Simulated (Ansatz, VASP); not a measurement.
**Te (Tellurium): VASP beside Ansatz**

One calculation is typed for both programs; each brings its own data sets. How far apart do they land? The structure shown is the start of the Ansatz relaxation below; VASP solves that cell, so the two are compared at the walk's first step.

Main program and level: Ansatz 0.2.0; plane waves, with VASP 6.6.1 beside it; single point at PBEsol.

## (1) Set-up

The structure is trigonal, space group P3_121 (No. 152). Conventional cell: a = 4.316 Å, b = 4.316 Å, c = 5.899 Å, α = 90.00°, β = 90.00°, γ = 120.00°. Nearest to Te lie 2 Te at 2.89 Å.

## (2) Ansatz: relaxation, PBEsol

Ansatz runs on its PAW soft_1 files.

The two programs are compared at the cell with which this relaxation starts, whose forces are those of its first step.

input.yaml

```yaml
crystal:
  lattice:
    - [4.3163383699, 0.0, 0.0]
    - [-2.1581691849, 3.7380586797, 0.0]
    - [0.0, 0.0, 5.8993739858]
  atoms:
    - { symbol: Te, position: [0.2837864627, 0.0, 0.3333333333] }
    - { symbol: Te, position: [0.0, 0.2837864627, 0.6666666667] }
    - { symbol: Te, position: [0.7162135373, 0.7162135373, 0.0] }
kpoints:
  mp_grid: { grid: [12, 12, 8] }
hamiltonian:
  xc: pbesol
  pseudopotentials: { kind: paw, azcp: { folder: soft_1 }, xc_functional: pbe }
scf:
  occupations: { method: methfessel_paxton, width: 0.2 }
output:
  forces: true
  stress: true
  eigenvalues: true
relax:
  adjacent_minimum: "off"
  f_tol: 0.001
  max_steps: 60
  cell: { stress_tol: 0.01, fix: [c, angles] }
```

Command:

```bash
ansatz run input.yaml --threads 4 --pin off --max-ram 10240MiB --backend cpu --events-out ev --progress --plain --runs-dir out
```

Numbers of over 12 decimals in the logs are rounded to 6 here.

Log:

```text
Warning: crystal.symmetry: narrowed to the stabiliser of the fixed cell quantities (relax.cell.fix) — unitary ops 6 → 2. The narrowing is safe, since a smaller group never makes results wrong: the run goes on under it, on as many k-points as the starting group would need, or more. Excluded: 4 operations that would move a fixed cell quantity at a test strain (relax.cell.fix fixes c, alpha, beta, gamma). The cell can leave their symmetry as it relaxes.
Engine: ansatz 0.2.0, x86_64-unknown-linux-gnu
Pseudopotentials: kind: paw
Pseudopotential: Te, paw, valence charge 16, recommended cutoff 420 eV (normal), soft_1/Te.paw.azcp
Functional definition: PBEsol
  exchange = pbesol_x
  correlation = pbesol_c
Crystal: 3 atoms, lattice volume = 95.185 Å³
Basis set: ecut = 420 eV, 1873 PW (Γ), exchange–correlation on 60×60×80 points (8 copies of the dense FFT grid, shifted against one another)
Bands: 29, of which v1, the nominal top of the filled ones, is band 24 counted from 1 (23 counted from 0)
Symmetry: 2 space group operations
k-points: 320 of 1152 (time reversal used)
Non-local potential: Te, projectors of the file, l = 0: 2, l = 1: 2, l = 2: 2, l = 3: 1
PAW form: soft (Blöchl's): semilocal exchange-correlation on the pseudo side does not see the compensation charge
PAW frozen core: Te, regenerated for the run's functional, and the local potential with it (the file was generated under x = pbe(κ = 0.804, μ = 0.219515), c = pbe(β = 0.066725))
PAW one-centre angular grid: Te, 590 points (default); XC on 64 Gauss nodes
Initial density: superposition of atomic densities (chi_scale 0.1, normalization cell)
Initial wavefunctions: pseudopotential atomic-orbital guess
Functional: x = pbesol(κ = 0.804, μ = 0.123457), c = pbesol(β = 0.046)
SCF iter   1: F=—  HF=-20704.824522 eV  |F-HF|=—  |Δ(HF+E_count)|=         —  Δρ=1.44e-2  dr2=1.42e-1  ethr=3.10e-3  ⟨swp⟩=8.7  Hψ=45868  notcnv=0
preconditioner: auto → Kerker (q_TF=auto, 2.434 Å⁻¹)  [metal: Δε(μ)=0.101 eV  Ē_g=8.751 eV  σ=0.200 eV  W_gap=0.41  n_scr=22 (ndim 8)  ℏωp=16.1 eV  f_vac=0.002  D(μ)=-0.03/eV (n_scr^D=0)]
SCF iter   2: F=—  HF=-20704.807582 eV  |F-HF|=—  |Δ(HF+E_count)|=   1.69e-2  S|Δr|=    0.00e0  Δρ=8.92e-3  dr2=5.52e-2  ethr=2.96e-4  ⟨swp⟩=1.0  Hψ=11849  notcnv=0  defer=2
SCF iter   3: F=—  HF=-20704.798254 eV  |F-HF|=—  |Δ(HF+E_count)|=   9.33e-3  S|Δr|=    0.00e0  Δρ=8.23e-4  dr2=5.89e-4  ethr=1.15e-4  ⟨swp⟩=2.0  Hψ=13988  notcnv=0  defer=2
SCF iter   4: F=—  HF=-20704.798475 eV  |F-HF|=—  |Δ(HF+E_count)|=   2.21e-4  S|Δr|=    0.00e0  Δρ=3.08e-4  dr2=9.90e-5  ethr=1.23e-6  ⟨swp⟩=2.0  Hψ=16889  notcnv=0  defer=2
SCF iter   5: F=—  HF=-20704.798482 eV  |F-HF|=—  |Δ(HF+E_count)|=   7.33e-6  S|Δr|=    0.00e0  Δρ=1.39e-4  dr2=2.77e-5  ethr=2.06e-7  ⟨swp⟩=2.0  Hψ=16812  notcnv=0  defer=2
SCF iter   6: F=—  HF=-20704.798496 eV  |F-HF|=—  |Δ(HF+E_count)|=   1.33e-5  S|Δr|=    0.00e0  Δρ=4.35e-5  dr2=3.08e-6  ethr=5.78e-8  ⟨swp⟩=2.0  Hψ=11312  notcnv=0  defer=2
SCF iter   7: F=—  HF=-20704.798497 eV  |F-HF|=—  |Δ(HF+E_count)|=   1.12e-6  S|Δr|=    0.00e0  Δρ=1.17e-5  dr2=1.67e-7  ethr=6.41e-9  ⟨swp⟩=2.0  Hψ=12071  notcnv=0  defer=2
SCF iter   8: F=-20704.798497 eV  HF=-20704.798497 eV  |F-HF|=5.09e-10  |Δ(HF+E_count)|=   4.46e-8  S|Δr|=    0.00e0  Δρ=3.41e-6  dr2=7.50e-9  ethr=2.08e-10  ⟨swp⟩=9.2  Hψ=45398  notcnv=0
SCF 1 converged in 8 iterations: F = -20704.798497 eV  dr2 = 7.50e-9
  greatest PAW one-centre occupation: 0.998 electrons in one spin orbital (limit 2), on the Te atom at site 0 (counted from 0), in its partial waves of l = 2
relax step   1: F+E_penalty+E_count = -20704.79849685 eV  Δ(F+E_penalty+E_count) = +0.000e0 eV  max|allowed force component| = 4.538e-2 eV/Å  Δτ_max = 0.0000 Å  P = +0.715 GPa  Ω = 95.185 Å³  fix = [c, alpha, beta, gamma]  reactions: c +1.106 GPa; alpha -0.000, beta +0.000, gamma +0.000 GPa/rad  (8 SCF iters, dr2 threshold 1.00e-7 eV, accepted)
[...]
relax step   4: F+E_penalty+E_count = -20704.79975054 eV  Δ(F+E_penalty+E_count) = +3.121e-7 eV  max|allowed force component| = 2.157e-3 eV/Å  Δτ_max = 0.0004 Å  P = +0.167 GPa  Ω = 96.130 Å³  energy of the carried Pulay correction = -1.956e-4 eV  fix = [c, alpha, beta, gamma]  reactions: c +0.489 GPa; alpha +0.000, beta -0.000, gamma +0.000 GPa/rad  (4 SCF iters, dr2 threshold 5.84e-10 eV, accepted)
[...]
relax step   5: F+E_penalty+E_count = -20704.79974572 eV  Δ(F+E_penalty+E_count) = +4.822e-6 eV  max|allowed force component| = 7.319e-5 eV/Å  Δτ_max = 0.0008 Å  P = +0.162 GPa  Ω = 96.171 Å³  energy of the carried Pulay correction = -2.040e-4 eV  fix = [c, alpha, beta, gamma]  reactions: c +0.485 GPa; alpha +0.000, beta -0.000, gamma -0.000 GPa/rad  (5 SCF iters, dr2 threshold 2.91e-10 eV, accepted)
[...]
relax step   6: F+E_penalty+E_count = -20704.79995147 eV  Δ(F+E_penalty+E_count) = -2.057e-4 eV  max|allowed force component| = 1.128e-4 eV/Å  Δτ_max = 0.0000 Å  P = +0.161 GPa  Ω = 96.171 Å³  fix = [c, alpha, beta, gamma]  reactions: c +0.484 GPa; alpha +0.000, beta -0.000, gamma -0.000 GPa/rad  stress off target by 3.63e-4 GPa on what of the cell is left free  SCF on the basis re-selected at this cell (its energy is not comparable with the rows above)  (5 SCF iters)
basis re-selected at this cell: Δ(F+E_penalty+E_count) = -2.057e-4 eV, ΔP = -0.001 GPa vs the last step (what re-selecting the basis moved, of the pressure what is left beyond the Pulay correction that the steps carried, after the strain that the cell walked since its last selection, with what the two solves' SCF thresholds leave and, on support functions, any second-order correction that the steps lacked; it is no m [...]
SCF converged after 5 iterations
Stability not checked: this state was not tested for a lower state beside it, because cold or Methfessel-Paxton smearing, or corrected tetrahedra, fill the levels in a way that the test cannot read (fill_not_monotonic; see scf.lower_state_search)
Free energy (F): -20704.799951 eV
Harris-Foulkes:  -20704.799951 eV  (|F-HF|=3.64e-12)
Internal energy: -20704.804390 eV  (E = F + TS)
E sigma→0 (E₀):  -20704.801061 eV
Entropy (-TS):   0.004439 eV (1.480 meV/atom)
Fermi energy:    9.732908 eV
Step filling:    the computed levels leave a gap of 0.0645 eV = 0.3 smearing widths at the electron count; against every level under it full and every level over it empty, smearing changes F+E_penalty+E_count by +0.900 meV and its σ→0 estimate by -0.210 meV
--- Per-component energies (eV) ---
  E_band       = -766.157232
  E_kinetic    = 516.892235
  E_local      = -4734.169129  (includes V_loc(G=0)·N_el)
  E_nonlocal   = 200.729465
  E_hartree    = 2366.963695
  E_xc         = -366.057221
  E_vxc        = -307.328947  (∫ρ·V_xc dr)
  E_paw        = -13773.538528  (= ΣΔE_a)
  E_vpaw       = -1176.208426  (= ΣTr[D̂ρ^β])
  E_aug_tail   = 0.000253  (compensation charges beyond the density's cutoff)
  E_ewald      = -4916.749594
  E_core_change = 1.124434  (= ΣΔE_core)
  E_smearing   = 0.004439  (= −TS)
  E_closure    = 0.000000  (closes the sum)
  Σ components = -20704.799951   (vs F -20704.799951, Δ=0.00e0)
--- Forces (eV/Å), atoms counted from 1 ---
  atom   1  Te    -0.00011280     0.00000019    -0.00000021
  atom   2  Te     0.00005656    -0.00009760     0.00000021
  atom   3  Te     0.00005624     0.00009741     0.00000000
  max |Σ_I F_I| component: 6.66e-10 eV/Å
--- Stress (GPa, compression-positive) ---
        0.000363       0.000000       0.000000
        0.000000       0.000363      -0.000000
        0.000000      -0.000000       0.483625
  P = ⅓ Tr σ = 0.1615 GPa (1.615 kbar)
--- Band table (eV; the first three rows and the last of 320) ---
  k-point 0: bands = [... 20 lower, 6.8862, 7.7099, 7.7099, 8.3511, 10.5446, 10.5446, 11.1497, 14.3909, ... 1 higher]
  k-point 1: bands = [... 20 lower, 7.0053, 7.7715, 7.8673, 8.3768, 10.3943, 10.4297, 10.9734, 13.9607, ... 1 higher]
  k-point 2: bands = [... 20 lower, 6.9744, 7.9478, 8.1705, 8.4520, 10.0772, 10.1510, 10.5578, 13.5741, ... 1 higher]
  k-point 319: bands = [... 20 lower, 5.8496, 6.7431, 7.0225, 9.2906, 9.9914, 11.6055, 12.1909, 13.8051, ... 1 higher]
--- Relaxed structure (5 steps of the walk, 5 accepted, 1 SCFs on fresh bases) ---
  F+E_penalty+E_count = -20704.79995147 eV   max|allowed force component| = 1.128e-4 eV/Å   (the final SCF, on the basis selected at the relaxed cell)
  cell:  # Å, volume = 96.1710 Å³
    - [4.338642, -2.901664376031924e-11, 0]
    - [-2.169321, 3.757374, 0]
    - [0, 0, 5.8993739858]
  atoms:
    - { symbol: Te, position: [0.284299, -1.763136731562984e-8, 0.333333] }
    - { symbol: Te, position: [-1.7631367366099937e-8, 0.284299, 0.666667] }
    - { symbol: Te, position: [0.715701, 0.715701, 0.0] }
```

In the SCF lines HF is the Harris–Foulkes energy and dr2 the Hartree energy of the density residual, in eV; the loop may stop once dr2 is under the threshold and the program's other checks hold. Hψ counts applications of the Hamiltonian.

## (3) VASP: single point, PBEsol, start cell

The same cell, functional, mesh and smearing now go to VASP, with its own data sets.

Lines of VASP's logs that name or quote its potential files are left out, and so is its time.

INCAR

```
SYSTEM = Te
PREC = Accurate
ENCUT = 400
EDIFF = 1E-06
NELM = 120
ISMEAR = 1
SIGMA = 0.2
LREAL = .FALSE.
ALGO = Normal
GGA = PS
NBANDS = 15
LORBIT = 11
LWAVE = .FALSE.
LCHARG = .FALSE.
ISIF = 2
LASPH = .TRUE.
GGA_COMPAT = .FALSE.
KPAR = 2
```

POSCAR

```
Te
1.0
    4.3163380000      0.0000000000      0.0000000000
   -2.1581690000      3.7380590000      0.0000000000
    0.0000000000      0.0000000000      5.8993740000
Te
3
Direct
    0.2837863949      0.0000000000      0.3333333333
    0.9999999616      0.2837863180      0.6666666667
    0.7162135098      0.7162134145      0.0000000000
```

KPOINTS

```
Automatic mesh
0
Gamma
12 12 8
0 0 0
```

Potentials, in the order of the species: Te (PBE family, release 64).

Command:

```bash
mpirun -np 2 vasp_std
```

Log:

```text
[banner, memory and clock lines left out]
running    2 mpi-ranks, on    1 nodes
 distrk:  each k-point on    1 cores,    2 groups
 distr:  one band on    1 cores,    1 groups

 POSCAR found type information on POSCAR Te
 POSCAR found :  1 types and       3 ions
|                                                                             |
|               ----> ADVICE to this user running VASP <----                  |
|                                                                             |
|     You enforced a specific xc type in the INCAR file but a different       |
|     [... a line on the potential file left out ...]
|     I HOPE YOU KNOW WHAT YOU ARE DOING!                                     |
|                                                                             |

 LDA part: xc-table for (Slater+PW92), standard interpolation
 POSCAR, INCAR and KPOINTS ok, starting setup
 FFT: planning ... GRIDC
 FFT: planning ... GRID_SOFT
 FFT: planning ... GRID
 WAVECAR not read
 entering main loop
       N       E                     dE             d eps       ncg     rms          rms(c)
DAV:   1     0.632217193693E+02    0.63222E+02   -0.56149E+03  3930   0.778E+02
DAV:   2    -0.661243453122E+01   -0.69834E+02   -0.66602E+02  5371   0.131E+02
DAV:   3    -0.105323983320E+02   -0.39200E+01   -0.39038E+01  4609   0.353E+01
DAV:   4    -0.105994618275E+02   -0.67063E-01   -0.67056E-01  5948   0.549E+00
DAV:   5    -0.106002857934E+02   -0.82397E-03   -0.82396E-03  4988   0.500E-01    0.139E+01
DAV:   6    -0.105826391872E+02    0.17647E-01   -0.11726E-02  5057   0.653E-01    0.867E+00
DAV:   7    -0.105767099285E+02    0.59293E-02   -0.24659E-02  4504   0.940E-01    0.243E-01
DAV:   8    -0.105763311197E+02    0.37881E-03   -0.42092E-03  4455   0.372E-01    0.115E-01
DAV:   9    -0.105763444150E+02   -0.13295E-04   -0.11023E-04  5705   0.715E-02    0.834E-02
DAV:  10    -0.105763478045E+02   -0.33895E-05   -0.12894E-05  4813   0.233E-02    0.119E-02
DAV:  11    -0.105763451228E+02    0.26817E-05   -0.63156E-06  4714   0.153E-02    0.473E-03
DAV:  12    -0.105763452080E+02   -0.85184E-07   -0.55006E-07  2826   0.461E-03
   1 F= -.10576345E+02 E0= -.10577951E+02  d E =0.481773E-02
```

OUTCAR, selected parts (step 3):

```text
ion  position               nearest neighbor table
   1  0.284  0.000  0.333-   2 2.89   3 2.89   3 3.34   2 3.34   3 3.34   2 3.34
   2  1.000  0.284  0.667-   1 2.89   3 2.89   3 3.34   3 3.34   1 3.34   1 3.34
   3  0.716  0.716  0.000-   1 2.89   2 2.89   1 3.34   2 3.34   2 3.34   1 3.34

  LATTYP: Found a hexagonal cell.
 ALAT       =     4.3163380000
 C/A-ratio  =     1.3667544108

 Subroutine GETGRP returns: Found  6 space group operations
 (whereof  2 operations were pure point group operations)

The static configuration has the point symmetry C_2 .
 The point group associated with its full space group is D_3 .

 Found    131 irreducible k-points:

   k-points           NKPTS =    131   k-points in BZ     NKDIM =    131   number of bands    NBANDS=     15

   dimension x,y,z NGX =    28 NGY =   28 NGZ =   40
   dimension x,y,z NGXF=    56 NGYF=   56 NGZF=   80

   ENCUT  =  400.0 eV  29.40 Ry    5.42 a.u.   7.04  7.04  9.62*2*pi/ulx,y,z

   NELECT =      18.0000    total number of electrons

 k-points in reciprocal lattice and weights: Automatic mesh
   0.00000000  0.00000000  0.00000000       0.001
   0.08333333  0.00000000  0.00000000       0.005
   0.16666667  0.00000000  0.00000000       0.005
   0.25000000  0.00000000  0.00000000       0.005
   0.33333333 -0.00000000  0.00000000       0.005
   0.41666667 -0.00000000  0.00000000       0.005
   0.50000000  0.00000000  0.00000000       0.003
   0.08333333  0.08333333  0.00000000       0.005
   0.16666667  0.08333333  0.00000000       0.010
[...]
0.33333333  0.25000000  0.50000000       0.010
   0.33333333  0.33333333  0.50000000       0.002

 average (electrostatic) potential at core
       1 -88.1377       2 -88.1377       3 -88.1377

 E-fermi :   6.9246

 k-point     1 :       0.0000    0.0000    0.0000
  band No.  band energies     occupation
    ...
      5       4.0552      2.00000
      6       4.0552      2.00000
      7       4.8729      2.00000
      8       4.8729      2.00000
      9       5.5284      2.00000
     10       7.7147     -0.00000
     11       7.7147     -0.00000
     12       8.3544     -0.00000
     13      11.4884      0.00000
     14      11.4884      0.00000
    ...

 k-point     2 :       0.0833    0.0000    0.0000
  band No.  band energies     occupation
    ...
      5       3.6524      2.00000
      6       3.8111      2.00000
      7       5.1658      2.00000
      8       5.3642      2.00000
      9       5.8706      2.00000
     10       7.4251     -0.00229
     11       7.6439     -0.00000
     12       8.2051     -0.00000
     13      11.2899      0.00000
     14      11.4475      0.00000
    ...

 k-point     3 :       0.1667    0.0000    0.0000
  band No.  band energies     occupation
    ...
      5       3.0960      2.00000
      6       3.4391      2.00000
      7       5.5560      2.00000
      8       5.6984      2.00000
      9       6.0294      2.00000
     10       7.3972     -0.00417
     11       7.4935     -0.00043
     12       8.0186     -0.00000
     13      10.6653     -0.00000
     14      11.5205      0.00000
    ...

  Total        0.3417768      0.3417769      0.6964340      0.0000000      0.0000000      0.0000000
  in kB        5.7528835      5.7528855     11.7225748      0.0000000      0.0000000      0.0000000
  external PRESSURE =       7.7427813 kB  Pullay stress =       0.0000000 kB

  energy-cutoff  :      400.00
  volume of cell :       95.18
      direct lattice vectors                 reciprocal lattice vectors
     4.316338000  0.000000000  0.000000000     0.231677871  0.133759258  0.000000000
    -2.158169000  3.738059000  0.000000000     0.000000000  0.267518517  0.000000000
     0.000000000  0.000000000  5.899374000     0.000000000  0.000000000  0.169509511

 POSITION                                       TOTAL-FORCE (eV/Angst)
 -----------------------------------------------------------------------------------
      1.22492      0.00000      1.96646         0.065986     -0.000000     -0.000000
      3.70388      1.06081      3.93292        -0.032993      0.057146      0.000000
      1.54571      2.67725      0.00000        -0.032993     -0.057146      0.000000
 -----------------------------------------------------------------------------------
    total drift:                                0.000101      0.000250     -0.000009

  FREE ENERGIE OF THE ION-ELECTRON SYSTEM (eV)
  ---------------------------------------------------
  free  energy   TOTEN  =       -10.5763452080 eV

  energy  without entropy=      -10.5811629376  energy(sigma->0) =      -10.57795112

 total charge
# of ion       s       p       d       tot
------------------------------------------
    1        1.439   1.804   0.048   3.291
    2        1.439   1.804   0.048   3.291
    3        1.439   1.804   0.048   3.291
--------------------------------------------------
tot          4.317   5.412   0.145   9.874

[... 3 further parts left out ...]
```

The run ends at a pressure of 0.77 GPa, with forces up to 0.066 eV/Å.

## (4) Side by side

Known differences besides the potentials themselves: the data sets hold 48 valence electrons in Ansatz (on its PAW soft_1 files) and 18 in VASP; the cutoff is 420 eV in Ansatz and 400 eV in VASP; Ansatz makes its cores anew for this functional, VASP keeps those of its PBE data sets. Total energies have different zeros and are not compared.

Forces (eV/Å; atoms numbered as in POSCAR):

| atom | Ansatz x, y, z | VASP x, y, z |
| --- | --- | --- |
| Te1 | 0.045, 0.000, 0.000 | 0.066, 0.000, 0.000 |
| Te2 | -0.023, 0.039, 0.000 | -0.033, 0.057, 0.000 |
| Te3 | -0.023, -0.039, 0.000 | -0.033, -0.057, 0.000 |

The forces differ by 12 meV/Å r.m.s., which is 31.2 % of the r.m.s. force of 0.038 eV/Å (both taken over all components).

## (5) Results

```
r.m.s. force difference (single point, PBEsol, start cell) : 12 meV/Å
```

What this shows: The r.m.s. force difference is 12 meV/Å (single point, PBEsol, start cell), at about the 12 meV/Å picked in this series as the mark of a large difference. The data sets hold unlike numbers of valence electrons (48 in Ansatz and 18 in VASP), so part of the differences comes from the potentials. How closely two codes agree says nothing of how well the functional describes the real material.

[Lines on the potential files, build, host, timing and source positions are cut from VASP's logs without a mark.]

[Logs are printed without paths, hosts, clocks, repeated set-up lines and the standing remarks that a program may print on its own settings, such as how far it seeks lower states.]

[Hosts, paths, dates, database ids (printed as entryN), source tags and the programs' standing remarks are cut or masked in the printed files.]
